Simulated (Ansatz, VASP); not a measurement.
**Cross-check of Ag (Silver) between VASP and Ansatz**

One calculation is typed for both programs; each brings its own data sets. How far apart do they land? Of the first pair: The two relaxations start from unlike cells of this crystal (the structure described is Ansatz's start), so only their ends are compared.

Main program and level: Ansatz 0.2.0; plane waves, with VASP 6.6.1 beside it; relaxation of cell and atoms at RPBE.

## (1) The starting structure

Symmetry: Fm-3m, No. 225, cubic system. Conventional cell: a = 4.085 Å, b = 4.085 Å, c = 4.085 Å, α = 90.00°, β = 90.00°, γ = 90.00°. Nearest to Ag lie 12 Ag at 2.89 Å.

Structure file:

```cif
data_structure
_symmetry_space_group_name_H-M 'P 1'
_symmetry_Int_Tables_number 1
_cell_length_a 2.8889
_cell_length_b 2.8889
_cell_length_c 2.8889
_cell_angle_alpha 60.000
_cell_angle_beta 60.000
_cell_angle_gamma 60.000
_cell_volume 17.05
loop_
_atom_site_label
_atom_site_type_symbol
_atom_site_fract_x
_atom_site_fract_y
_atom_site_fract_z
_atom_site_occupancy
Ag1 Ag 0.00000 0.00000 0.00000 1
```

## (2) Ansatz: relaxation of cell and atoms, RPBE, pair 1

Ansatz runs on its default PAW (the set named soft_2) files.

The relaxed volume is the usual yardstick between codes: in a stiff, nearly cubic crystal its relative difference is about their pressure difference at one cell divided by the bulk modulus.

input.yaml reads:

```yaml
crystal:
  lattice:
    - [0.0, 2.04275, 2.04275]
    - [2.04275, 0.0, 2.04275]
    - [2.04275, 2.04275, 0.0]
  atoms:
    - { symbol: Ag, position: [0.0, 0.0, 0.0] }
kpoints:
  mp_grid: { grid: [8, 8, 8] }
hamiltonian:
  xc: rpbe
scf:
  occupations: { method: gaussian, width: 0.1 }
output:
  forces: true
  stress: true
  eigenvalues: true
relax:
  adjacent_minimum: "off"
  f_tol: 0.05
  max_steps: 80
  cell: { stress_tol: 0.5 }
```

The run is started by

```
$ ansatz run input.yaml --threads 4 --pin off --max-ram 7168MiB --backend cpu --events-out ev --progress --plain --runs-dir out
```

Numbers of over 12 decimals in the logs are rounded to 6 here.

Output:

```text
The last accepted step is kept in <dir> (removed where the run ends without a failure and the disk answers)
Engine: ansatz 0.2.0, x86_64-unknown-linux-gnu
Pseudopotentials: kind: paw
Pseudopotential: Ag, paw, valence charge 19, recommended cutoff 420 eV (normal), Ag.paw.azcp
Functional definition: RPBE
  parameter kappa = 0.804
  parameter beta = 0.066725
  exchange = rpbe_x(kappa = kappa, mu = beta*pi^2/3)
  correlation = pbe_c(beta = beta)
Crystal: 1 atoms, lattice volume = 17.048 Å³
Basis set: ecut = 420 eV, 331 PW (Γ), exchange–correlation on 40×40×40 points (8 copies of the dense FFT grid, shifted against one another)
Bands: 14, of which v1, the nominal top of the filled ones, is band 10 counted from 1 (9 counted from 0)
Symmetry: 48 space group operations
Space group: Fm-3m (ITA 225), of the structure as read, at distance tolerance 2.6e-5 Å
k-points: 29 of 512
Non-local potential: Ag, projectors of the file, l = 0: 3, l = 1: 2, l = 2: 2, l = 3: 1
PAW form: soft (Blöchl's): semilocal exchange-correlation on the pseudo side does not see the compensation charge
PAW frozen core: Ag, regenerated for the run's functional, and the local potential with it (the file was generated under x = pbe(κ = 0.804, μ = 0.219515), c = pbe(β = 0.066725))
PAW one-centre angular grid: Ag, 590 points (default); XC on 64 Gauss nodes
Initial density: superposition of atomic densities (neutral atoms: chi_scale 0, normalization atom), corrected by the library's trained network
Initial wavefunctions: pseudopotential atomic-orbital guess
Functional: x = rpbe, c = pbe(β = 0.066725)
SCF iter   1: F=—  HF=-7598.474446 eV  |F-HF|=—  |Δ(HF+E_count)|=         —  Δρ=5.84e-3  dr2=5.27e-3  ethr=1.77e-3  ⟨swp⟩=4.5  Hψ=2007  notcnv=0
preconditioner: auto → none  [insulator: Δε(μ)=0.502 eV  Ē_g=16.358 eV  σ=0.100 eV  W_gap=0.85  n_scr=8 (ndim 8)  ℏωp=29.8 eV  f_vac=0.000  D(μ)=0.61/eV (n_scr^D=0)  ε∞_Penn≈4.3]
SCF iter   2: F=—  HF=-7598.473493 eV  |F-HF|=—  |Δ(HF+E_count)|=   9.54e-4  Δρ=2.87e-3  dr2=8.55e-4  ethr=2.77e-5  ⟨swp⟩=2.8  Hψ=888  notcnv=0
SCF iter   3: F=—  HF=-7598.473245 eV  |F-HF|=—  |Δ(HF+E_count)|=   2.48e-4  Δρ=7.81e-4  dr2=2.80e-5  ethr=4.50e-6  ⟨swp⟩=2.1  Hψ=555  notcnv=0
SCF iter   4: F=—  HF=-7598.473274 eV  |F-HF|=—  |Δ(HF+E_count)|=   2.85e-5  Δρ=4.41e-5  dr2=1.24e-7  ethr=1.47e-7  ⟨swp⟩=2.2  Hψ=616  notcnv=0
iter 5 did not close the SCF: its close was put off for the readings that it lacked (scf_convergence_deferred on its scf_iter line)
SCF iter   5: F=-7598.473274 eV  HF=-7598.473274 eV  |F-HF|=6.88e-10  |Δ(HF+E_count)|=   3.73e-7  Δρ=7.21e-6  dr2=4.74e-9  ethr=6.51e-10  ⟨swp⟩=2.0  Hψ=572  notcnv=0
SCF iter   6: F=-7598.473274 eV  HF=-7598.473274 eV  |F-HF|=9.09e-13  |Δ(HF+E_count)|=   1.55e-9  Δρ=4.96e-7  dr2=2.20e-11  ethr=2.50e-11  ⟨swp⟩=2.7  Hψ=1312  notcnv=0
SCF 1 converged in 6 iterations: F = -7598.473274 eV  dr2 = 2.20e-11
  greatest PAW one-centre occupation: 1.000 electrons in one spin orbital (limit 2), on the Ag atom at site 0 (counted from 0), in its partial waves of l = 0
relax step   1: F+E_penalty+E_count = -7598.47327407 eV  Δ(F+E_penalty+E_count) = +0.000e0 eV  max|allowed force component| = 0.000e0 eV/Å  Δτ_max = 0.0000 Å  P = +9.407 GPa  Ω = 17.048 Å³  (6 SCF iters, dr2 threshold 1.00e-7 eV, accepted)
[...]
relax step   2: F+E_penalty+E_count = -7598.51184862 eV  Δ(F+E_penalty+E_count) = -3.857e-2 eV  max|allowed force component| = 0.000e0 eV/Å  Δτ_max = 0.0000 Å  P = -2.657 GPa  Ω = 19.665 Å³  energy of the carried Pulay correction = -1.186e-3 eV  (6 SCF iters, dr2 threshold 1.00e-7 eV, accepted)
[...]
relax step   3: F+E_penalty+E_count = -7598.51877855 eV  Δ(F+E_penalty+E_count) = -6.930e-3 eV  max|allowed force component| = 0.000e0 eV/Å  Δτ_max = 0.0000 Å  P = -0.594 GPa  Ω = 19.022 Å³  energy of the carried Pulay correction = -9.104e-4 eV  (5 SCF iters, dr2 threshold 1.00e-7 eV, accepted)
[...]
relax step   4: F+E_penalty+E_count = -7598.51916258 eV  Δ(F+E_penalty+E_count) = -3.840e-4 eV  max|allowed force component| = 0.000e0 eV/Å  Δτ_max = 0.0000 Å  P = +0.046 GPa  Ω = 18.845 Å³  energy of the carried Pulay correction = -8.327e-4 eV  (4 SCF iters, dr2 threshold 1.00e-7 eV, accepted)
[...]
relax step   5: F+E_penalty+E_count = -7598.51975052 eV  Δ(F+E_penalty+E_count) = -5.879e-4 eV  max|allowed force component| = 0.000e0 eV/Å  Δτ_max = 0.0000 Å  P = +0.004 GPa  Ω = 18.845 Å³  stress off target by 4.28e-3 GPa  SCF on the basis re-selected at this cell (its energy is not comparable with the rows above)  (5 SCF iters)
basis re-selected at this cell: Δ(F+E_penalty+E_count) = -5.879e-4 eV, ΔP = -0.041 GPa vs the last step (what re-selecting the basis moved, of the pressure what is left beyond the Pulay correction that the steps carried, after the strain that the cell walked since its last selection, with what the two solves' SCF thresholds leave and, on support functions, any second-order correction that the steps lacked; it is no measure of the basis error at this ecutwfc). This SCF's stress stands 4.28e-3 GPa from its target on what of the cell is left free (relax.cell.stress_tol is 5.00e-1 GPa) and its largest allowed force component is 0.00e0 eV/Å (relax.f_tol is 5.00e-2 eV/Å): [rest of the remark cut]
SCF converged after 5 iterations
Free energy (F): -7598.519751 eV
Harris-Foulkes:  -7598.519751 eV  (|F-HF|=1.91e-11)
Internal energy: -7598.517594 eV  (E = F + TS)
E sigma→0 (E₀):  -7598.518672 eV
Entropy (-TS):   -0.002156 eV (-2.156 meV/atom)
Fermi energy:    15.160239 eV
--- Per-component energies (eV) ---
  E_band       = -267.219830
  E_kinetic    = 526.679876
  E_local      = -2349.626024  (includes V_loc(G=0)·N_el)
  E_nonlocal   = 79.385405
  E_hartree    = 1061.064708
  E_xc         = -184.640186
  E_vxc        = -234.112579  (∫ρ·V_xc dr)
  E_paw        = -3910.258852  (= ΣΔE_a)
  E_vpaw       = -411.676391  (= ΣTr[D̂ρ^β])
  E_aug_tail   = 0.000324  (compensation charges beyond the density's cutoff)
  E_ewald      = -2821.012211
  E_core_change = -0.110634  (= ΣΔE_core)
  E_smearing   = -0.002156  (= −TS)
  E_closure    = -0.000000  (closes the sum)
  Σ components = -7598.519751   (vs F -7598.519751, Δ=0.00e0)
--- Forces (eV/Å), atoms counted from 1 ---
  atom   1  Ag    -0.00000000     0.00000000     0.00000000
  max |Σ_I F_I| component: 3.49e-32 eV/Å
--- Stress (GPa, compression-positive) ---
        0.004284      -0.000000       0.000000
       -0.000000       0.004284       0.000000
        0.000000      -0.000000       0.004284
  P = ⅓ Tr σ = 0.0043 GPa (0.043 kbar)
--- Band table (eV; the first three rows and the last of 29) ---
  k-point 0: bands = [... 6 lower, 10.8966, 10.8966, 11.7597, 11.7597, 31.0114, 34.0583, 34.0583, 34.0583]
  k-point 1: bands = [... 6 lower, 10.9967, 10.9967, 11.7328, 11.7328, 30.2004, 31.8904, 34.0815, 34.0815]
  k-point 2: bands = [... 6 lower, 11.0665, 11.1761, 11.8692, 11.8692, 25.7713, 31.4667, 33.7462, 33.7462]
  k-point 28: bands = [... 6 lower, 10.6865, 11.7791, 12.6026, 20.9718, 20.9718, 21.7251, 23.0074, 36.9278]
--- Relaxed structure (4 steps of the walk, 4 accepted, 1 SCFs on fresh bases) ---
  F+E_penalty+E_count = -7598.51975052 eV   max|allowed force component| = 0.000e0 eV/Å   (the final SCF, on the basis selected at the relaxed cell)
  cell:  # Å, volume = 18.8448 Å³
    - [0, 2.112128, 2.112128]
    - [2.112128, 0, 2.112128]
    - [2.112128, 2.112128, 0]
  atoms:
    - { symbol: Ag, position: [0.0, 0.0, 0.0] }
```

## (3) VASP: relaxation of cell and atoms, RPBE, pair 1

Its own start cell and the same functional, mesh and smearing now go to VASP, with its own data sets.

Lines of VASP's logs that name or quote its potential files are left out, and so is its time.

INCAR reads:

```
SYSTEM = Ag
PREC = Accurate
ENCUT = 500
EDIFF = 1E-07
NELM = 120
ISMEAR = 0
SIGMA = 0.1
LREAL = .FALSE.
ALGO = Normal
GGA = RP
NBANDS = 11
LASPH = .TRUE.
LORBIT = 11
LWAVE = .FALSE.
LCHARG = .FALSE.
ISIF = 3
IBRION = 2
NSW = 80
EDIFFG = -0.005
GGA_COMPAT = .FALSE.
NELMIN = 4
```

POSCAR reads:

```
Ag
1.0
    0.0000000000      2.1129130831      2.1129130831
    2.1129130831      0.0000000000      2.1129130831
    2.1129130831      2.1129130831      0.0000000000
Ag
1
Direct
    0.0000000000      0.0000000000      0.0000000000
```

KPOINTS reads:

```
Automatic mesh
0
Gamma
8 8 8
0 0 0
```

The projector-augmented-wave data sets are Ag (PBE family, release 64).

The run is started by

```
$ mpirun -np 1 vasp_std
```

Output:

```text
[banner, memory and clock lines left out]
running    1 mpi-ranks, on    1 nodes
 distrk:  each k-point on    1 cores,    1 groups
 distr:  one band on    1 cores,    1 groups

 POSCAR found type information on POSCAR Ag
 POSCAR found :  1 types and       1 ions
|                                                                             |
|               ----> ADVICE to this user running VASP <----                  |
|                                                                             |
|     You enforced a specific xc type in the INCAR file but a different       |
|     [... a line on the potential file left out ...]
|     I HOPE YOU KNOW WHAT YOU ARE DOING!                                     |
|                                                                             |

 LDA part: xc-table for (Slater+PW92), standard interpolation
 POSCAR, INCAR and KPOINTS ok, starting setup
 FFT: planning ... GRIDC
 FFT: planning ... GRID_SOFT
 FFT: planning ... GRID
 WAVECAR not read
 entering main loop
       N       E                     dE             d eps       ncg     rms          rms(c)
DAV:   1     0.498898297803E+02    0.49890E+02   -0.54731E+03   638   0.870E+02
DAV:   2    -0.159259431778E+01   -0.51482E+02   -0.48913E+02   704   0.191E+02
DAV:   3    -0.234076129074E+01   -0.74817E+00   -0.74787E+00   721   0.249E+01
DAV:   4    -0.234304496030E+01   -0.22837E-02   -0.22836E-02   695   0.147E+00
DAV:   5    -0.234306559810E+01   -0.20638E-04   -0.20638E-04   713   0.126E-01    0.390E+00
DAV:   6    -0.218173810506E+01    0.16133E+00   -0.71000E-01   677   0.792E+00    0.282E+00
DAV:   7    -0.217855114869E+01    0.31870E-02   -0.50514E-03   709   0.736E-01    0.162E+00
DAV:   8    -0.217751259855E+01    0.10386E-02   -0.10749E-03   697   0.312E-01    0.554E-02
DAV:   9    -0.217753151494E+01   -0.18916E-04   -0.15068E-05   718   0.346E-02    0.241E-02
DAV:  10    -0.217753890545E+01   -0.73905E-05   -0.74110E-06   700   0.295E-02    0.242E-03
DAV:  11    -0.217753870348E+01    0.20197E-06   -0.88677E-08   611   0.285E-03    0.947E-04
DAV:  12    -0.217753864787E+01    0.55605E-07   -0.11052E-08   364   0.100E-03
   1 F= -.21775386E+01 E0= -.21765304E+01  d E =-.217754E+01
 curvature:   0.00 expect dE= 0.000E+00 dE for cont linesearch  0.000E+00
 trial: gam= 0.00000 g(F)=  0.165E-64 g(S)=  0.966E-05 ort = 0.000E+00 (trialstep = 0.100E+01)
 search vector abs. value=  0.966E-05
 bond charge predicted
       N       E                     dE             d eps       ncg     rms          rms(c)
DAV:   1    -0.217776563600E+01   -0.22693E-03   -0.36260E-03   665   0.641E-01    0.100E-01
DAV:   2    -0.217754563293E+01    0.22000E-03   -0.89948E-04   659   0.279E-01    0.299E-02
DAV:   3    -0.217754274472E+01    0.28882E-05   -0.72618E-06   713   0.237E-02    0.202E-02
DAV:   4    -0.217754349386E+01   -0.74914E-06   -0.16466E-06   665   0.102E-02    0.116E-03
DAV:   5    -0.217754347766E+01    0.16198E-07   -0.10016E-08   379   0.859E-04
   2 F= -.21775435E+01 E0= -.21765231E+01  d E =-.482979E-05
 trial-energy change:   -0.000005  1 .order   -0.000005   -0.000010   -0.000000
 step:   1.0053(harm=  1.0053)  dis= 0.00000  next Energy=    -2.177544 (dE=-0.486E-05)
 reached required accuracy - stopping structural energy minimisation
```

Parts of OUTCAR (step 3):

```text
ion  position               nearest neighbor table
   1  0.000  0.000  0.000-

  LATTYP: Found a face centered cubic cell.
 ALAT       =     4.2258261662

 Subroutine GETGRP returns: Found 48 space group operations
 (whereof 48 operations were pure point group operations)

The static configuration has the point symmetry O_h .

 Found     29 irreducible k-points:

   k-points           NKPTS =     29   k-points in BZ     NKDIM =     29   number of bands    NBANDS=     11

   dimension x,y,z NGX =    24 NGY =   24 NGZ =   24
   dimension x,y,z NGXF=    48 NGYF=   48 NGZF=   48

   ENCUT  =  500.0 eV  36.75 Ry    6.06 a.u.   5.45  5.45  5.45*2*pi/ulx,y,z

   NELECT =      11.0000    total number of electrons

 k-points in reciprocal lattice and weights: Automatic mesh
   0.00000000  0.00000000  0.00000000       0.002
   0.12500000  0.00000000  0.00000000       0.016
   0.25000000  0.00000000  0.00000000       0.016
   0.37500000  0.00000000  0.00000000       0.016
   0.50000000  0.00000000  0.00000000       0.008
   0.12500000  0.12500000  0.00000000       0.012
   0.25000000  0.12500000  0.00000000       0.047
   0.37500000  0.12500000  0.00000000       0.047
   0.50000000  0.12500000  0.00000000       0.047
[...]
-0.37500000  0.50000000  0.12500000       0.023
  -0.25000000  0.50000000  0.25000000       0.012

 average (electrostatic) potential at core
       1 -71.7657

 E-fermi :   7.0699

 k-point     1 :       0.0000    0.0000    0.0000
  band No.  band energies     occupation
    ...
      2       2.7895      2.00000
      3       2.7895      2.00000
      4       2.7895      2.00000
      5       3.6488      2.00000
      6       3.6488      2.00000
      7      23.0270      0.00000
      8      26.0580      0.00000
      9      26.0580      0.00000
     10      26.0580      0.00000
     11      30.5598      0.00000

 k-point     2 :       0.1250    0.0000    0.0000
  band No.  band energies     occupation
    ...
      2       2.7219      2.00000
      3       2.8893      2.00000
      4       2.8893      2.00000
      5       3.6221      2.00000
      6       3.6221      2.00000
      7      22.1658      0.00000
      8      23.8879      0.00000
      9      26.0650      0.00000
     10      26.0650      0.00000
     11      29.5470      0.00000

 k-point     3 :       0.2500    0.0000    0.0000
  band No.  band energies     occupation
    ...
      2       2.9588      2.00000
      3       2.9588      2.00000
      4       3.0794      2.00000
      5       3.7580      2.00000
      6       3.7580      2.00000
      7      17.6934      0.00000
      8      23.4701      0.00000
      9      25.6980      0.00000
     10      25.6980      0.00000
     11      29.1132      0.00000

  Total       -0.0000428     -0.0000428     -0.0000428     -0.0000000      0.0000000     -0.0000000
  in kB       -0.0036356     -0.0036356     -0.0036356     -0.0000000      0.0000000     -0.0000000
  external PRESSURE =      -0.0036356 kB  Pullay stress =       0.0000000 kB

  energy-cutoff  :      500.00
  volume of cell :       18.84
      direct lattice vectors                 reciprocal lattice vectors
     0.000000000  2.112080224  2.112080224    -0.236733432  0.236733432  0.236733432
     2.112080224 -0.000000000  2.112080224     0.236733432 -0.236733432  0.236733432
     2.112080224  2.112080224 -0.000000000     0.236733432  0.236733432 -0.236733432

 POSITION                                       TOTAL-FORCE (eV/Angst)
 -----------------------------------------------------------------------------------
      2.11208      2.11208      4.22416         0.000000     -0.000000      0.000000
 -----------------------------------------------------------------------------------
    total drift:                               -0.000000     -0.000000     -0.000000

  FREE ENERGIE OF THE ION-ELECTRON SYSTEM (eV)
  ---------------------------------------------------
  free  energy   TOTEN  =        -2.1775434777 eV

  energy  without entropy=       -2.1755027626  energy(sigma->0) =       -2.17652312

 reached required accuracy - stopping structural energy minimisation

 total charge
# of ion       s       p       d       tot
------------------------------------------
    1        0.397   0.235   9.170   9.803

[... 3 further parts left out ...]
```

CONTCAR:

```
Ag
   1.00000000000000
     0.0000000000000000    2.1120802236212244    2.1120802236212244
     2.1120802236212244   -0.0000000000000000    2.1120802236212244
     2.1120802236212244    2.1120802236212244   -0.0000000000000000
  Ag
     1
Direct
     1.0000000000000000    1.0000000000000000    0.0000000000000000
```

The k-mesh is coarse for a metal. The run keeps the 48 symmetry operations of its start, so it cannot find a distortion of lower symmetry.

## (4) Side by side

Known differences besides the potentials themselves: the data sets hold 19 valence electrons in Ansatz (on its default PAW (the set named soft_2) files) and 11 in VASP; the cutoff is 420 eV in Ansatz and 500 eV in VASP; Ansatz makes its cores anew for this functional, VASP keeps those of its PBE data sets; Ansatz adds a Pulay correction to the stress that steers its cell, VASP none. Total energies have different zeros and are not compared.

The two programs side by side:

```tsv
quantity	Ansatz	VASP	difference
volume (Å³)	18.84	18.84	+0.01 %
edge a after relaxation, in the typed setting (Å)	2.987	2.987	+0.00 %
```

(Part 1 of 2 ends here.)

[Lines on the potential files, build, host, timing and source positions are cut from VASP's logs without a mark.]

[Logs are printed without paths, hosts, clocks, repeated set-up lines and the standing remarks that a program may print on its own settings, such as how far it seeks lower states.]

[Hosts, paths, dates, database ids (printed as entryN), source tags and the programs' standing remarks are cut or masked in the printed files.]
